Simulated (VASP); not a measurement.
These are PBEsol GGA, VASP's PBE PAW potentials (set 64) (plane waves; VASP 6.6.1) values and carry that method's errors.

The input files of a VASP run:

POSCAR:
```
AlInSb2
1
    2.2458524699     1.2966437424     7.2948337924
   -2.2458524699     1.2966437424     7.2948337924
   -0.0000000000    -2.5932874847     7.2948337924
Al In Sb
1 1 2
Direct
  0.0006286857   0.0006286857   0.0006286857
  0.4995832586   0.4995832586   0.4995832586
  0.8790711251   0.8790711251   0.8790711251
  0.3707099305   0.3707099305   0.3707099305
```

File KPOINTS:
```
k-points along high-symmetry lines
12
Line-mode
Reciprocal
  0.000000   0.000000   0.000000 ! GAMMA
 -0.500000  -0.500000  -0.500000 ! T

 -0.500000  -0.500000  -0.500000 ! T
 -0.500000  -0.187676  -0.812324 ! H_2

 -0.187676   0.187676  -0.500000 ! H_0
  0.000000   0.000000  -0.500000 ! L

  0.000000   0.000000  -0.500000 ! L
  0.000000   0.000000   0.000000 ! GAMMA

  0.000000   0.000000   0.000000 ! GAMMA
  0.000000   0.343838  -0.343838 ! S_0

 -0.343838   0.000000  -0.656162 ! S_2
 -0.500000   0.000000  -0.500000 ! F

 -0.500000   0.000000  -0.500000 ! F
  0.000000   0.000000   0.000000 ! GAMMA
```

### INCAR
```
! general
SYSTEM   =  AlInSb2
PREC     =  Accurate
ENCUT    =  400
LREAL    =  F
LASPH    =  T
ICHARG   =  11

! electronic loop
EDIFF    =  1E-7
NELM     =  100
ALGO     =  Normal
LMAXMIX  =  4

! smearing
ISMEAR   =  0
SIGMA    =  0.05

! functional
GGA      =  PS

! output
LWAVE    =  F
LCHARG   =  F
LORBIT   =  11
```

POTCAR, in this order: Al In_d Sb (PBE.64 set). Program: vasp_std. Read from the step before: CHGCAR.

Output of the run:

### OSZICAR
```
       N       E                     dE             d eps       ncg     rms          rms(c)
DAV:   1     0.147914281030E+03    0.14791E+03   -0.91679E+03  2856   0.111E+03
DAV:   2    -0.895433381631E+00   -0.14881E+03   -0.14689E+03  3053   0.275E+02
DAV:   3    -0.132158703851E+02   -0.12320E+02   -0.12077E+02  3888   0.860E+01
DAV:   4    -0.135202913528E+02   -0.30442E+00   -0.30422E+00  3529   0.165E+01
DAV:   5    -0.135321849758E+02   -0.11894E-01   -0.11893E-01  4537   0.284E+00
DAV:   6    -0.135324016304E+02   -0.21665E-03   -0.21665E-03  3853   0.339E-01
DAV:   7    -0.135324080164E+02   -0.63859E-05   -0.63857E-05  4542   0.567E-02
DAV:   8    -0.135324081181E+02   -0.10170E-06   -0.10157E-06  3824   0.671E-03
DAV:   9    -0.135324081201E+02   -0.20082E-08   -0.19323E-08  3138   0.126E-03
   1 F= -.13532408E+02 E0= -.13532408E+02  d E =-.767521E-10
```

File OUTCAR:
```
 val. band max:        4.7934931105   @ k =   0.0000   0.0000   0.0000

 cond. band min:       5.2148381141   @ k =   0.0000   0.0000   0.0000



 k-point     1 :       0.0000    0.0000    0.0000
  band No.  band energies     occupation
      1      -9.6585      2.00000
      2      -9.6306      2.00000
      3      -9.6306      2.00000
      4      -9.5499      2.00000
      5      -9.5499      2.00000
      6      -5.9557      2.00000
      7      -4.5806      2.00000
      8      -0.7869      2.00000
      9       3.6391      2.00000
     10       3.6391      2.00000
     11       4.6413      2.00000
     12       4.7935      2.00000
     13       4.7935      2.00000
     14       5.2148      0.00000
     15       5.5821      0.00000
     16       7.6322      0.00000
     17       7.6540      0.00000

 k-point     2 :      -0.0455   -0.0455   -0.0455
  band No.  band energies     occupation
      1      -9.6585      2.00000
      2      -9.6306      2.00000
      3      -9.6306      2.00000
      4      -9.5499      2.00000
      5      -9.5499      2.00000
      6      -5.9510      2.00000
      7      -4.5922      2.00000
      8      -0.7651      2.00000
      9       3.6418      2.00000
     10       3.6418      2.00000
     11       4.5098      2.00000
     12       4.7864      2.00000
     13       4.7864      2.00000
     14       5.2964      0.00000
     15       5.6138      0.00000
     16       7.6422      0.00000
     17       7.6604      0.00000

 k-point     3 :      -0.0909   -0.0909   -0.0909
  band No.  band energies     occupation
      1      -9.6585      2.00000
      2      -9.6306      2.00000
      3      -9.6306      2.00000
      4      -9.5499      2.00000
      5      -9.5499      2.00000
      6      -5.9368      2.00000
      7      -4.6264      2.00000
      8      -0.7006      2.00000
      9       3.6499      2.00000
     10       3.6499      2.00000
     11       4.2396      2.00000
     12       4.7657      2.00000
...
```

The density is held fixed in this step, so its total energy and stress have no physical meaning. Unless said otherwise, spin-orbit coupling is left out, though it shifts the bands of the heavy elements here.

The structure comes from a computed database's AlInSb2 entry (R3m); how it stands against other phases isn't given here. It was relaxed first.
